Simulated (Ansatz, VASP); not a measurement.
## Mo2N: VASP beside Ansatz

Aim: how closely do two programs agree when they are given the same cell, functional and k mesh?

Calculated with Ansatz 0.2.0; plane waves, with VASP 6.6.1 beside it; single point at LDA, band structure at LDA, spin-orbit coupling and single point at LDA, spin-orbit coupling.

## (1) Set-up

Symmetry: I4_1/amd, No. 141, tetragonal system. The conventional cell has a = 4.200 Å, b = 4.200 Å, c = 8.000 Å, α = 90.00°, β = 90.00°, γ = 90.00°. Nearest to Mo lie 3 N at 2.06 to 2.10 Å. Nearest to N lie 6 Mo at 2.06 to 2.10 Å. Farther neighbours and most contacts between anions are not listed.

## (2) VASP: single point, LDA

With cell and atoms fixed, the geometry can't cause a difference; cores, projectors, grids and the points listed under the comparison can.

Lines of VASP's logs that name or quote its potential files are left out, and so is its time.

INCAR

```
SYSTEM = Mo2N
PREC = Accurate
ENCUT = 520
EDIFF = 1E-06
NELM = 100
ISMEAR = -1
SIGMA = 0.05
LREAL = .FALSE.
ALGO = Normal
GGA = CA
NBANDS = 40
LASPH = .TRUE.
LORBIT = 11
LWAVE = .FALSE.
LCHARG = .FALSE.
KPAR = 4
ISIF = 2
```

POSCAR

```
Mo2N
1.0
   -2.1000000000      2.1000000000      4.0000000000
    2.1000000000     -2.1000000000      4.0000000000
    2.1000000000      2.1000000000     -4.0000000000
Mo N
4 2
Direct
    0.2580000000      0.2580000000      0.0000000000
    0.0080000000      0.5080000000      0.5000000000
    0.4920000000      0.9920000000      0.5000000000
    0.7420000000      0.7420000000      0.0000000000
    0.0000000000      0.0000000000      0.0000000000
    0.7500000000      0.2500000000      0.5000000000
```

KPOINTS

```
Automatic mesh
0
Gamma
8 8 8
0 0 0
```

Potentials, in the order of the species: Mo_sv and N (LDA family, release 64).

Launch:

```
mpirun -np 4 vasp_std
```

Numbers of over 12 decimals in the logs are rounded to 6 here.

Log:

```text
[banner, memory and clock lines left out]
running    4 mpi-ranks, on    1 nodes
 distrk:  each k-point on    1 cores,    4 groups
 distr:  one band on    1 cores,    1 groups

 POSCAR found type information on POSCAR MoN
 POSCAR found :  2 types and       6 ions
 LDA part: xc-table for (Slater(with rela. corr.)+CA(PZ))
 , standard interpolation
 POSCAR, INCAR and KPOINTS ok, starting setup
 FFT: planning ... GRIDC
 FFT: planning ... GRID_SOFT
 FFT: planning ... GRID
 WAVECAR not read
 entering main loop
       N       E                     dE             d eps       ncg     rms          rms(c)
DAV:   1     0.835601848660E+03    0.83560E+03   -0.40070E+04  4720   0.176E+03
DAV:   2    -0.318219038593E+02   -0.86742E+03   -0.84570E+03  5144   0.558E+02
DAV:   3    -0.763107425576E+02   -0.44489E+02   -0.43433E+02  6272   0.118E+02
DAV:   4    -0.770838864575E+02   -0.77314E+00   -0.77091E+00  5464   0.140E+01
DAV:   5    -0.770988999167E+02   -0.15013E-01   -0.15007E-01  5888   0.168E+00    0.520E+01
DAV:   6    -0.701488469968E+02    0.69501E+01   -0.49444E+01  5904   0.346E+01    0.138E+01
DAV:   7    -0.695526218622E+02    0.59623E+00   -0.33284E+00  5536   0.925E+00    0.944E+00
DAV:   8    -0.694893557291E+02    0.63266E-01   -0.48661E-01  5376   0.370E+00    0.892E-01
DAV:   9    -0.694781684530E+02    0.11187E-01   -0.14013E-01  5864   0.170E+00    0.683E-01
DAV:  10    -0.694747022955E+02    0.34662E-02   -0.26957E-02  5728   0.773E-01    0.949E-02
DAV:  11    -0.694746166017E+02    0.85694E-04   -0.12906E-03  5736   0.178E-01    0.329E-02
DAV:  12    -0.694746208105E+02   -0.42087E-05   -0.56664E-05  5448   0.458E-02    0.113E-02
DAV:  13    -0.694746205766E+02    0.23383E-06   -0.12329E-05  4904   0.171E-02    0.571E-03
DAV:  14    -0.694746201781E+02    0.39859E-06   -0.16691E-06  3632   0.654E-03
   1 F= -.69474620E+02 E0= -.69459017E+02  d E =-.312071E-01
```

Parts of OUTCAR (step 2):

```text
ion  position               nearest neighbor table
   1  0.258  0.258  0.000-   5 2.06   6 2.10   6 2.10   3 2.81   3 2.81   2 2.90   2 2.90   2 2.90
                             2 2.90   4 2.97   4 2.97   4 2.97   4 2.97   3 2.99   3 2.99
   2  0.008  0.508  0.500-   6 2.06   5 2.10   5 2.10   4 2.81   4 2.81   1 2.90   1 2.90   1 2.90
                             1 2.90   3 2.97   3 2.97   3 2.97   3 2.97   4 2.99   4 2.99
   3  0.492  0.992  0.500-   6 2.06   5 2.10   5 2.10   1 2.81   1 2.81   4 2.90   4 2.90   4 2.90
                             4 2.90   2 2.97   2 2.97   2 2.97   2 2.97   1 2.99   1 2.99
   4  0.742  0.742  0.000-   5 2.06   6 2.10   6 2.10   2 2.81   2 2.81   3 2.90   3 2.90   3 2.90
                             3 2.90   1 2.97   1 2.97   1 2.97   1 2.97   2 2.99   2 2.99
   5  0.000  0.000  0.000-   1 2.06   4 2.06   3 2.10   2 2.10   2 2.10   3 2.10
   6  0.750  0.250  0.500-   2 2.06   3 2.06   1 2.10   4 2.10   1 2.10   4 2.10

  LATTYP: Found a body centered tetragonal cell.
 ALAT       =     4.2000000000
 C/A-ratio  =     1.9047619048

 Subroutine GETGRP returns: Found 16 space group operations
 (whereof  8 operations were pure point group operations)

The static configuration has the point symmetry D_2d.
 The point group associated with its full space group is D_4h.

 Found     59 irreducible k-points:

   k-points           NKPTS =     59   k-points in BZ     NKDIM =     59   number of bands    NBANDS=     40

   dimension x,y,z NGX =    40 NGY =   40 NGZ =   40
   dimension x,y,z NGXF=    80 NGYF=   80 NGZF=   80

   ENCUT  =  520.0 eV  38.22 Ry    6.18 a.u.   9.26  9.26  9.26*2*pi/ulx,y,z

   NELECT =      66.0000    total number of electrons

 k-points in reciprocal lattice and weights: Automatic mesh
   0.00000000  0.00000000  0.00000000       0.002
   0.12500000  0.00000000  0.00000000       0.016
   0.25000000  0.00000000  0.00000000       0.016
   0.37500000  0.00000000 -0.00000000       0.016
   0.50000000  0.00000000  0.00000000       0.008
   0.12500000  0.12500000  0.00000000       0.016
   0.25000000  0.12500000  0.00000000       0.031
   0.37500000  0.12500000 -0.00000000       0.031
   0.50000000  0.12500000  0.00000000       0.031
[...]
-0.37500000 -0.37500000  0.37500000       0.004
   0.50000000  0.50000000  0.50000000       0.002

 average (electrostatic) potential at core
       1 -69.1105       2 -69.1105       3 -69.1105       4 -69.1105       5 -57.1938
       6 -57.1938

 E-fermi :  13.1633

 k-point     1 :       0.0000    0.0000    0.0000
  band No.  band energies     occupation
    ...
     31      12.3032      2.00000
     32      12.3032      2.00000
     33      12.5024      2.00000
     34      12.5024      2.00000
     35      12.8613      1.99524
     36      13.4102      0.01423
     37      14.9402      0.00000
     38      15.3925      0.00000
     39      15.7812      0.00000
     40      15.8670      0.00000

 k-point     2 :       0.1250    0.0000    0.0000
  band No.  band energies     occupation
    ...
     30      11.4141      2.00000
     31      11.5392      2.00000
     32      12.1813      2.00000
     33      12.4769      2.00000
     34      13.0353      1.85646
     35      13.2455      0.32380
     36      13.8870      0.00000
     37      14.6064      0.00000
     38      15.3489      0.00000
     39      15.5617      0.00000
    ...

 k-point     3 :       0.2500    0.0000    0.0000
  band No.  band energies     occupation
    ...
     29      10.7131      2.00000
     30      11.3253      2.00000
     31      11.6202      2.00000
     32      12.3489      2.00000
     33      12.5116      2.00000
     34      13.2645      0.23329
     35      13.6584      0.00010
     36      13.7415      0.00002
     37      14.4771      0.00000
     38      15.0061      0.00000
    ...

  Total       -1.3200190     -1.3200190     -1.2565922      0.0000000      0.0000000      0.0000000
  in kB      -29.9731366    -29.9731366    -28.5329304      0.0000000      0.0000000      0.0000000
  external PRESSURE =     -29.4930679 kB  Pullay stress =       0.0000000 kB

  energy-cutoff  :      520.00
  volume of cell :       70.56
      direct lattice vectors                 reciprocal lattice vectors
    -2.100000000  2.100000000  4.000000000     0.000000000  0.238095238  0.125000000
     2.100000000 -2.100000000  4.000000000     0.238095238  0.000000000  0.125000000
     2.100000000  2.100000000 -4.000000000     0.238095238  0.238095238  0.000000000

 POSITION                                       TOTAL-FORCE (eV/Angst)
 -----------------------------------------------------------------------------------
      0.00000      0.00000      2.06400         0.000000     -0.000000      0.197250
      2.10000      0.00000      0.06400        -0.000000      0.000000      0.197250
      2.10000      0.00000      3.93600        -0.000000      0.000000     -0.197250
      0.00000      0.00000      5.93600         0.000000     -0.000000     -0.197250
      0.00000      0.00000      0.00000         0.000000      0.000000      0.000000
     -0.00000      2.10000      2.00000         0.000000      0.000000      0.000000
 -----------------------------------------------------------------------------------
    total drift:                               -0.000000     -0.000000      0.000000

  FREE ENERGIE OF THE ION-ELECTRON SYSTEM (eV)
  ---------------------------------------------------
  free  energy   TOTEN  =       -69.4746201781 eV

  energy  without entropy=      -69.4434130362  energy(sigma->0) =      -69.45901661

 total charge
# of ion       s       p       d       tot
------------------------------------------
    1        2.318   6.227   4.012  12.557
    2        2.318   6.227   4.012  12.557
    3        2.318   6.227   4.012  12.557
    4        2.318   6.227   4.012  12.557
    5        1.234   2.528   0.000   3.761
    6        1.234   2.528   0.000   3.761
--------------------------------------------------
tot         11.740  29.962  16.048  57.751

[... 3 further parts left out ...]
```

At this level the cell is under a tension of 2.9 GPa, so at these settings it is away from equilibrium.

## (3) Ansatz: single point, LDA

Ansatz runs on its default PAW (the set named soft_2) files.

The same cell, functional (in two slightly different forms), mesh and smearing now go to Ansatz, which takes its cutoff from its data sets.

input.yaml

```yaml
crystal:
  lattice:
    - [-2.1, 2.1, 4.0]
    - [2.1, -2.1, 4.0]
    - [2.1, 2.1, -4.0]
  atoms:
    - { symbol: Mo, position: [0.258, 0.258, 0.0] }
    - { symbol: Mo, position: [0.008, 0.508, 0.5] }
    - { symbol: Mo, position: [0.492, 0.992, 0.5] }
    - { symbol: Mo, position: [0.742, 0.742, 0.0] }
    - { symbol: "N", position: [0.0, 0.0, 0.0] }
    - { symbol: "N", position: [0.75, 0.25, 0.5] }
hamiltonian:
  xc: lda
  pseudopotentials: { kind: paw }
kpoints:
  mp_grid: { grid: [8, 8, 8] }
scf:
  occupations: { method: fermi_dirac, width: 0.05 }
  n_extra_bands: 5
output:
  forces: true
  stress: true
  eigenvalues: true
  write_density: true
  write_potential: true
  elf: true
  volumetric_format: npy
```

Launch:

```
ansatz run input.yaml --threads 4 --pin off --max-ram 9216MiB --backend cpu --events-out ev --progress --plain --runs-dir out
```

Log:

```text
scf.n_extra_bands = 5 over 33 filled bands (N_el = 66.0): the run solves 38 bands
Engine: ansatz 0.2.0, aarch64-unknown-linux-gnu
Pseudopotentials: kind: paw
Pseudopotential: Mo, paw, valence charge 14, recommended cutoff 420 eV (normal), Mo.paw.azcp
Pseudopotential: N, paw, valence charge 5, recommended cutoff 420 eV (normal), N.paw.azcp
Functional definition: SPW92
  exchange = slater_x
  correlation = pw_c
Crystal: 6 atoms, lattice volume = 70.560 Å³
Basis set: ecut = 420 eV, 1345 PW (Γ)
Bands: 38, of which v1, the nominal top of the filled ones, is band 33 counted from 1 (32 counted from 0)
Symmetry: 16 space group operations
Space group: I41/amd (ITA 141), of the structure as read, at distance tolerance 4.1e-5 Å
k-points: 59 of 512
Non-local potential: Mo, projectors of the file, l = 0: 3, l = 1: 2, l = 2: 2, l = 3: 1
Non-local potential: N, projectors of the file, l = 0: 2, l = 1: 2, l = 2: 1
PAW form: soft (Blöchl's): semilocal exchange-correlation on the pseudo side does not see the compensation charge
PAW frozen core: Mo, regenerated for the run's functional, and the local potential with it (the file was generated under x = pbe(κ = 0.804, μ = 0.219515), c = pbe(β = 0.066725))
PAW frozen core: N, regenerated for the run's functional, and the local potential with it (the file was generated under x = pbe(κ = 0.804, μ = 0.219515), c = pbe(β = 0.066725))
PAW one-centre angular grid: Mo, 590 points (default); XC on 64 Gauss nodes
PAW one-centre angular grid: N, 110 points (default); XC on 64 Gauss nodes
Initial density: superposition of atomic densities (neutral atoms: chi_scale 0, normalization atom), corrected by the library's trained network
Initial wavefunctions: pseudopotential atomic-orbital guess
Functional: x = slater, c = lda
SCF iter   1: F=—  HF=-20121.893778 eV  |F-HF|=—  |Δ(HF+E_count)|=         —  Δρ=1.03e-2  dr2=5.05e-2  ethr=1.77e-3  ⟨swp⟩=5.3  Hψ=8074  notcnv=0
preconditioner: auto → Kerker (q_TF=auto, 2.698 Å⁻¹)  [metal: Δε(μ)=0.046 eV  Ē_g=6.787 eV  σ=0.050 eV  W_gap=0.22  n_scr=22 (ndim 8)  ℏωp=25.8 eV  f_vac=0.000  D(μ)=3.73/eV (n_scr^D=34)]
SCF iter   2: F=—  HF=-20121.886052 eV  |F-HF|=—  |Δ(HF+E_count)|=   7.73e-3  Δρ=4.73e-3  dr2=7.26e-3  ethr=7.64e-5  ⟨swp⟩=1.7  Hψ=2985  notcnv=0
SCF iter   3: F=—  HF=-20121.885080 eV  |F-HF|=—  |Δ(HF+E_count)|=   9.73e-4  Δρ=1.14e-3  dr2=3.75e-4  ethr=1.10e-5  ⟨swp⟩=2.0  Hψ=2894  notcnv=0
SCF iter   4: F=—  HF=-20121.885031 eV  |F-HF|=—  |Δ(HF+E_count)|=   4.85e-5  Δρ=1.37e-4  dr2=8.21e-6  ethr=5.68e-7  ⟨swp⟩=2.1  Hψ=2778  notcnv=0
SCF iter   5: F=—  HF=-20121.885030 eV  |F-HF|=—  |Δ(HF+E_count)|=   1.25e-6  Δρ=2.51e-5  dr2=3.82e-7  ethr=1.24e-8  ⟨swp⟩=2.2  Hψ=3250  notcnv=0
SCF iter   6: F=-20121.885030 eV  HF=-20121.885030 eV  |F-HF|=8.52e-9  |Δ(HF+E_count)|=   5.67e-8  Δρ=4.85e-6  dr2=1.86e-8  ethr=1.52e-10  ⟨swp⟩=9.1  Hψ=14728  notcnv=0
SCF 1 converged in 6 iterations: F = -20121.885030 eV  dr2 = 1.86e-8
  greatest PAW one-centre occupation: 0.999 electrons in one spin orbital (limit 2), on the Mo atom at site 3 (counted from 0), in its partial waves of l = 0
SCF converged after 6 iterations
Free energy (F): -20121.885030 eV
Harris-Foulkes:  -20121.885030 eV  (|F-HF|=8.52e-9)
Internal energy: -20121.853750 eV  (E = F + TS)
E sigma→0 (E₀):  -20121.869390 eV
Entropy (-TS):   -0.031280 eV (-5.213 meV/atom)
Fermi energy:    21.173264 eV
--- Per-component energies (eV) ---
  E_band       = -144.842652
  E_kinetic    = 2037.469236
  E_local      = -3382.560880  (includes V_loc(G=0)·N_el)
  E_nonlocal   = 684.046551
  E_hartree    = 1108.411570
  E_xc         = -852.027123
  E_vxc        = -1071.138187  (∫ρ·V_xc dr)
  E_paw        = -12593.779099  (= ΣΔE_a)
  E_vpaw       = -629.481040  (= ΣTr[D̂ρ^β])
  E_aug_tail   = 0.000417  (compensation charges beyond the density's cutoff)
  E_ewald      = -7125.465775
  E_core_change = 2.051353  (= ΣΔE_core)
  E_smearing   = -0.031280  (= −TS)
  E_closure    = 0.000000  (closes the sum)
  Σ components = -20121.885030   (vs F -20121.885030, Δ=0.00e0)
--- Forces (eV/Å), atoms counted from 1 ---
  atom   1  Mo     0.00000000     0.00000000     0.16464572
  atom   2  Mo     0.00000000     0.00000000     0.16464572
  atom   3  Mo     0.00000000    -0.00000000    -0.16464572
  atom   4  Mo     0.00000000     0.00000000    -0.16464572
  atom   5  N      0.00000000     0.00000000     0.00000000
  atom   6  N     -0.00000000     0.00000000     0.00000000
  max |Σ_I F_I| component: 2.78e-17 eV/Å
--- Stress (GPa, compression-positive) ---
       -4.340091       0.000000      -0.000000
        0.000000      -4.340091       0.000000
        0.000000      -0.000000      -4.302912
  P = ⅓ Tr σ = -4.3277 GPa (-43.277 kbar)
--- Band table (eV; the first three rows and the last of 59) ---
  k-point 0: bands = [... 29 lower, 19.5707, 20.3177, 20.3177, 20.5144, 20.5144, 20.8729, 21.4222, 22.9477, ... 1 higher]
  k-point 1: bands = [... 29 lower, 19.3347, 19.6099, 20.1619, 20.5757, 20.5921, 21.9584, 21.9874, 22.2730, ... 1 higher]
  k-point 2: bands = [... 29 lower, 19.3230, 19.6247, 19.6827, 20.9216, 21.0131, 21.5926, 22.4908, 22.5440, ... 1 higher]
  k-point 58: bands = [... 29 lower, 17.3810, 21.3491, 21.3491, 21.3712, 21.3712, 21.8019, 21.8019, 23.0171, ... 1 higher]
```

Run time: 3.2 s. Hardware: 4 threads of Arm Neoverse V1, shared host; peak memory 0.43 GiB; 12 s of CPU time.

The column dr2 measures how far the density is from self-consistency, as an energy; F and HF (Harris–Foulkes) agree once it is small.

The run ends at a pressure of -4.33 GPa, with forces up to 0.16 eV/Å.

## (4) Comparison

Known differences besides the potentials themselves: the two LDA forms differ slightly; the cutoff is 420 eV in Ansatz and 520 eV in VASP; VASP's log shows a relativistic correction to its local exchange, Ansatz's none. Total energies have different zeros and are not compared.

The two programs side by side:

```csv
quantity,Ansatz,VASP,difference
pressure (GPa),-4.33,-2.95,-1.38
pressure without Ansatz's Pulay correction (GPa),-4.66,-2.95,-1.71
```

Forces (eV/Å; atoms numbered as in POSCAR):

```csv
atom,"Ansatz x, y, z","VASP x, y, z"
Mo1,"0.000, 0.000, 0.165","0.000, 0.000, 0.197"
Mo2,"0.000, 0.000, 0.165","0.000, 0.000, 0.197"
Mo3,"0.000, 0.000, -0.165","0.000, 0.000, -0.197"
Mo4,"0.000, 0.000, -0.165","0.000, 0.000, -0.197"
N5,"0.000, 0.000, 0.000","0.000, 0.000, 0.000"
N6,"0.000, 0.000, 0.000","0.000, 0.000, 0.000"
```

The forces differ by 15 meV/Å r.m.s., which is 16.5 % of the r.m.s. force of 0.09 eV/Å (both taken over all components). Ansatz's pressure holds a Pulay correction of 0.33 GPa; VASP's holds none.

## (5) Other set-ups

Further runs change the set-up of one program: Ansatz's method, potentials or start, or VASP's data sets, cutoff or form of LDA. The table gives Ansatz less VASP for each quantity, since a change that brings one quantity closer may part another.

```csv
run,r.m.s. force difference (meV/Å),pressure (GPa),pressure without Ansatz's Pulay correction (GPa)
as above,15,-1.4,-1.7
cores kept as stored,12,-1.2,-1.5
Ansatz's larger PAW set (cutoff 900 eV),15,-1.3,-1.4
norm-conserving potentials (cutoff 1143 eV),,-0.74,
```

(Part 1 of 2 ends here.)

[Lines on the potential files, build, host, timing and source positions are cut from VASP's logs without a mark.]

[Logs are printed without paths, hosts, clocks, repeated set-up lines and the standing remarks that a program may print on its own settings, such as how far it seeks lower states.]

[Hosts, paths, dates, database ids (printed as entryN), source tags and the programs' standing remarks are cut or masked in the printed files.]
